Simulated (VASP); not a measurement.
# NiCl (Pm-3m) in VASP: single point with HSE06

Aim: the single point of NiCl with HSE06.

Program: VASP 6.6.1. These are calculated values, not measurements. Logs are shortened: lines on timing, memory, paths and dates and some standing lists are left out, and cuts for length are marked.

### Step 1. The crystal as given

Symmetry: Pm-3m, No. 221, cubic system. The conventional cell has a = 3.399 Å, b = 3.399 Å, c = 3.399 Å, α = 90.00°, β = 90.00°, γ = 90.00°. Ni (site symmetry m-3m) has 8 Cl at 2.94 Å as nearest neighbours. Cl (site symmetry m-3m) has 8 Ni at 2.94 Å as nearest neighbours.

The cell was built by a generator and needn't be a form met in nature.

### Step 2. Single point, HSE06

The input, POSCAR:

```
NiCl
1.0
    3.3990390000      0.0000000000      0.0000000000
    0.0000000000      3.3990390000      0.0000000000
    0.0000000000      0.0000000000      3.3990390000
Ni Cl
1 1
Direct
    0.0000000000      0.0000000000      0.0000000000
    0.5000000000      0.5000000000      0.5000000000
```

The input, INCAR.step1:

```
SYSTEM = NiCl
ALGO = Normal ; EDIFF = 1E-5
ENCUT = 520 ; GGA = PE
ISIF = 2 ; ISMEAR = -1
LASPH = .TRUE. ; LCHARG = .FALSE.
LREAL = .FALSE. ; LWAVE = .TRUE.
NBANDS = 16 ; NELM = 60
PREC = Accurate ; SIGMA = 0.1
```

The input, INCAR.step2:

```
SYSTEM = NiCl
ALGO = Normal ; EDIFF = 1E-7
ENCUT = 520 ; GGA = PE
HFSCREEN = 0.2079 ; ISIF = 2
ISMEAR = -1 ; ISTART = 1
LASPH = .TRUE. ; LCHARG = .FALSE.
LHFCALC = .TRUE. ; LREAL = .FALSE.
LWAVE = .FALSE. ; NBANDS = 16
NELM = 60 ; PREC = Accurate
PRECFOCK = Normal ; SIGMA = 0.1
```

The input, KPOINTS:

```
k-points
0
G
  3 3 3
  0 0 0
```

Potentials or basis: VASP PAW PBE potentials, release 64 (Ni, Cl).

Run with:

```console
$ cat potpaw_PBE.64/Ni/POTCAR potpaw_PBE.64/Cl/POTCAR > POTCAR
$ cp INCAR.step1 INCAR
$ mpirun -np 1 vasp_std > vasp.out
$ cp INCAR.step2 INCAR
$ mpirun -np 1 vasp_std > vasp.out
```

OUTCAR:

```text
SYSTEM = NiCl
   EDIFF = 1E-7
   ENCUT = 520
   GGA = PE
   HFSCREEN = 0.2079
   ISIF = 2
   ISMEAR = -1
   ISTART = 1
   LASPH = .TRUE.
   LHFCALC = .TRUE.
   LREAL = .FALSE.
   NELM = 60
   PREC = Accurate
   PRECFOCK = Normal

 ion  position               nearest neighbor table
   1  0.000  0.000  0.000-
   2  0.500  0.500  0.500-

  LATTYP: Found a simple cubic cell.
 ALAT       =     3.3990390000

  Lattice vectors:

 A1 = (   3.3990390000,   0.0000000000,   0.0000000000)
 A2 = (   0.0000000000,   3.3990390000,   0.0000000000)
 A3 = (   0.0000000000,   0.0000000000,   3.3990390000)

Analysis of symmetry for initial positions (statically):
=====================================================================
 Subroutine PRICEL returns:
 Original cell was already a primitive cell.

 Routine SETGRP: Setting up the symmetry group for a
 simple cubic supercell.

 Subroutine GETGRP returns: Found 48 space group operations
 (whereof 48 operations were pure point group operations)
 out of a pool of 48 trial point group operations.

The static configuration has the point symmetry O_h .

Analysis of symmetry for dynamics (positions and initial velocities):
=====================================================================
 Subroutine PRICEL returns:
 Original cell was already a primitive cell.

 Routine SETGRP: Setting up the symmetry group for a
 simple cubic supercell.

 Subroutine GETGRP returns: Found 48 space group operations
 (whereof 48 operations were pure point group operations)
 out of a pool of 48 trial point group operations.

The dynamic configuration has the point symmetry O_h .

 Subroutine INISYM returns: Found 48 space group operations
 (whereof 48 operations are pure point group operations),
 and found     1 'primitive' translations

----------------------------------------------------------------------------------------

                                     Primitive cell

  volume of cell :      39.2707

  direct lattice vectors                    reciprocal lattice vectors
     3.399039000  0.000000000  0.000000000     0.294200802  0.000000000  0.000000000
     0.000000000  3.399039000  0.000000000     0.000000000  0.294200802  0.000000000
     0.000000000  0.000000000  3.399039000     0.000000000  0.000000000  0.294200802

  length of vectors
     3.399039000  3.399039000  3.399039000     0.294200802  0.294200802  0.294200802

  position of ions in fractional coordinates (direct lattice)
     0.000000000  0.000000000  0.000000000
     0.500000000  0.500000000  0.500000000

  ion indices of the primitive-cell ions
   primitive index   ion index
                 1           1
                 2           2

----------------------------------------------------------------------------------------

 KPOINTS: k-points

Automatic generation of k-mesh.
 Grid dimensions read from file:
 generate k-points for:    3    3    3

 Generating k-lattice:

  Cartesian coordinates                     Fractional coordinates (reciprocal lattice)
     0.098066934  0.000000000  0.000000000     0.333333333  0.000000000  0.000000000
     0.000000000  0.098066934  0.000000000     0.000000000  0.333333333  0.000000000
     0.000000000  0.000000000  0.098066934     0.000000000  0.000000000  0.333333333

  Length of vectors
     0.098066934  0.098066934  0.098066934

  Shift w.r.t. Gamma in fractional coordinates (k-lattice)
     0.000000000  0.000000000  0.000000000

 Subroutine IBZKPT returns following result:
 ===========================================

 Found      4 irreducible k-points:

 Following reciprocal coordinates:
            Coordinates               Weight
  0.000000  0.000000  0.000000      1.000000
  0.333333  0.000000  0.000000      6.000000
  0.333333  0.333333  0.000000     12.000000
  0.333333  0.333333  0.333333      8.000000
   k-points           NKPTS =      4   k-points in BZ     NKDIM =     27   number of bands    NBANDS=     16
   number of dos      NEDOS =    301   number of ions     NIONS =      2
   total plane-waves  NPLWV =  21952
   dimension x,y,z NGX =    28 NGY =   28 NGZ =   28
   dimension x,y,z NGXF=    56 NGYF=   56 NGZF=   56
   ions per type =               1   1
   NGX,Y,Z   is equivalent  to a cutoff of  13.69, 13.69, 13.69 a.u.
   NGXF,Y,Z  is equivalent  to a cutoff of  27.39, 27.39, 27.39 a.u.
 SYSTEM =  NiCl
   PREC   = accura    normal or accurate (medium, high low for compatibility)
   ISTART =      1    job   : 0-new  1-cont  2-samecut
   ICHARG =      0    charge: 1-file 2-atom 10-const
   ISPIN  =      1    spin polarized calculation?
   LNONCOLLINEAR =      F non collinear calculations
   LSORBIT =      F    spin-orbit coupling
   LASPH  =      T    aspherical Exc in radial PAW
   ENCUT  =  520.0 eV  38.22 Ry    6.18 a.u.   6.32  6.32  6.32*2*pi/ulx,y,z
   NELM   =     60;   NELMIN=  2; NELMDL=  0     # of ELM steps
   EDIFF  = 0.1E-06   stopping-criterion for ELM
   LREAL  =      F    real-space projection
   EDIFFG = 0.1E-05   stopping-criterion for IOM
   NSW    =      0    number of steps for IOM
   IBRION =     -1    ionic relax: 0-MD 1-quasi-New 2-CG
   NFREE  =      0    steps in history (QN), initial steepest desc. (CG)
   ISIF   =      2    stress and relaxation
   ISYM   =      3    0-nonsym 1-usesym 2-fastsym
   POTIM  = 0.5000    time-step for ionic-motion
   TEBEG  =    0.0;   TEEND  =   0.0 temperature during run
   PSTRESS=    0.0 pullay stress
   NELECT =      17.0000    total number of electrons
   NUPDOWN=      -1.0000    fix difference up-down
   EMIN   =  10.00;   EMAX   =-10.00  energy-range for DOS
   EFERMI =   0.00;   METHOD = LEGACY
   ISMEAR =    -1;   SIGMA  =   0.10  broadening in eV -4-tet -1-fermi 0-gaus
   EFERMI_NEDOS =   21; number of points for ismear=-14 and -15
   IALGO  =     38    algorithm
   IMIX   =      1    mixing-type and parameters
     AMIX     =   0.40;   BMIX     =  1.00
     AMIX_MAG =   1.60;   BMIX_MAG =  1.00
  volume/ion in A,a.u.               =      19.64       132.51
  Fermi-wavevector in a.u.,A,eV,Ry     =   1.238421  2.340276 20.867074  1.533687
  Thomas-Fermi vector in A             =   2.372947
   LORBIT       =      0    0 simple, 1 ext, 2 COOP (PROOUT), +10 PAW based schemes
   GGA     = PE    functional components
   LHFCALC =     T    Hartree Fock is set to
   PRECFOCK=normal    Normal, Fast or Accurate (Low or Medium for compatibility)
   ENCUT4O =  -1.0   cutoff for four orbital integrals eV
   NKREDX  =     1    reduce k-point grid by
   NKREDY  =     1    reduce k-point grid by
   NKREDZ  =     1    reduce k-point grid by
   AEXX    =    0.2500 exact exchange contribution
   HFSCREEN=    0.2079 screening length (either q_TF or 0.3 A-1)
   HFSCREENC=   0.2079 screening length for correlation (either q_TF or 0.3 A-1)
   ENCUTFOCK=  -1.0 apply spherical cutoff to Coloumb kernel
   IVDW    =     0    specifies the selected vdW correction
   LEPSILON=     F    determine dielectric tensor
   LRPA    =     F    only Hartree local field effects (RPA)
 non-spin polarized calculation
  energy-cutoff  :      520.00
  volume of cell :       39.27
 maximum number of plane-waves:      1060
 NGX is ok and might be reduce to    28
  NGX = 20; NGY = 20; NGZ = 20

 number of electron      17.0000010 magnetization

 Free energy of the ion-electron system (eV)
  ---------------------------------------------------
  ext. energy  EPLUGINS =         0.00000000
  ---------------------------------------------------
  free energy    TOTEN  =        -7.66627734 eV

  energy without entropy =       -7.57722647  energy(sigma->0) =       -7.62175191

 E-fermi :   3.8727     XC(G=0):  -8.1474

 val. band max:        3.8543812112   @ k =   0.0000   0.0000   0.0000
 cond. band min:       4.0049474338   @ k =   0.3333   0.0000   0.0000
 fundamental gap:      0.1505662226
 Fermi energy:         3.8727303601

 k-point     1 :       0.0000    0.0000    0.0000
  band No.  band energies     occupation
      1     -13.9660      2.00000
      2       0.4205      2.00000
      3       0.4362      2.00000
      4       0.4450      2.00000
      5       1.2383      2.00000
      6       1.4417      2.00000
      7       1.9068      2.00000
      8       2.5215      2.00000
      9       3.7483      1.55248
     10       3.8544      1.09149
     11      12.3208      0.00000
     12      12.3382      0.00000
     13      16.8225      0.00000
     14      16.8598      0.00000
     15      16.8892      0.00000
     16      20.0366      0.00000

 k-point     2 :       0.3333    0.0000    0.0000
  band No.  band energies     occupation
      1     -13.5985      2.00000
      2      -2.4424      2.00000
      3       0.3026      2.00000
      4       0.3630      2.00000
      5       1.3789      2.00000
      6       2.0541      2.00000
      7       2.2007      2.00000
      8       2.9122      1.99987
      9       4.0049      0.42091
     10       6.5997      0.00000
     11      10.7718      0.00000
     12      12.8900      0.00000
     13      13.9835      0.00000
     14      14.0115      0.00000
     15      18.6324      0.00000
     16      19.0329      0.00000

 k-point     3 :       0.3333    0.3333    0.0000
  band No.  band energies     occupation
      1     -13.2911      2.00000
      2      -1.9024      2.00000
      3      -1.4479      2.00000
      4       0.7011      2.00000
      5       1.4945      2.00000
      6       1.9478      2.00000
      7       2.2472      2.00000
      8       2.4581      2.00000
      9       3.7029      1.69057
     10       6.9894      0.00000
     11      10.5422      0.00000
     12      12.6321      0.00000
     13      14.9006      0.00000
     14      15.0001      0.00000
     15      17.3372      0.00000
     16      19.6485      0.00000

 k-point     4 :       0.3333    0.3333    0.3333
  band No.  band energies     occupation
      1     -13.0043      2.00000
      2      -1.3701      2.00000
      3      -1.3204      2.00000
      4      -1.2112      2.00000
      5       1.9046      2.00000
      6       2.0842      2.00000
      7       2.2383      2.00000
      8       2.6381      1.99999
      9       4.0964      0.19308
     10       7.2221      0.00000
     11       9.6371      0.00000
     12       9.6915      0.00000
     13      13.8761      0.00000
     14      17.7060      0.00000
     15      17.7522      0.00000
     16      17.8587      0.00000

------------------------ aborting loop because EDIFF is reached ----------------------------------------

  FORCE on cell =-STRESS in cart. coord.  units (eV):
  Direction    XX          YY          ZZ          XY          YZ          ZX
  --------------------------------------------------------------------------------------
  -------------------------------------------------------------------------------------
  Total       -1.9316926     -1.9316926     -1.9316926     -0.0000000      0.0000000     -0.0000000
  in kB      -78.8097868    -78.8097868    -78.8097868     -0.0000000      0.0000000     -0.0000000
  external PRESSURE =     -78.8097868 kB  Pullay stress =       0.0000000 kB

 VOLUME and BASIS-vectors are now :
 -----------------------------------------------------------------------------
  energy-cutoff  :      520.00
  volume of cell :       39.27
      direct lattice vectors                 reciprocal lattice vectors
     3.399039000  0.000000000  0.000000000     0.294200802  0.000000000  0.000000000
     0.000000000  3.399039000  0.000000000     0.000000000  0.294200802  0.000000000
     0.000000000  0.000000000  3.399039000     0.000000000  0.000000000  0.294200802

 POSITION                                       TOTAL-FORCE (eV/Angst)
 -----------------------------------------------------------------------------------
      0.00000      0.00000      0.00000         0.000000      0.000000      0.000000
      1.69952      1.69952      1.69952         0.000000      0.000000      0.000000
 -----------------------------------------------------------------------------------
    total drift:                                0.000000     -0.000002      0.000003

  FREE ENERGIE OF THE ION-ELECTRON SYSTEM (eV)
  ---------------------------------------------------
  free  energy   TOTEN  =        -7.6662773422 eV

  energy  without entropy=       -7.5772264735  energy(sigma->0) =       -7.62175191
```

It took 4.4 min on 1 thread of Intel Xeon Platinum 8375C at 2.90GHz (Ice Lake), shared host; peak memory 0.25 GiB.

What came out:

```yaml
Free_energy: -7.6663 eV
Pressure: -7.9 GPa
Band_gap_on_the_k_mesh: none (metal or under the smearing width)
```

Caveat: the k mesh is coarse (spacing up to 0.62 Å⁻¹), so the values aren't converged, least of all with exact exchange; the PAW data sets were made with another functional, which shifts forces and pressure a little; an odd number of electrons without spin polarisation forces a metal; a magnetic or distorted state may lie lower; the run has no spin polarisation, though such a crystal can be magnetic.
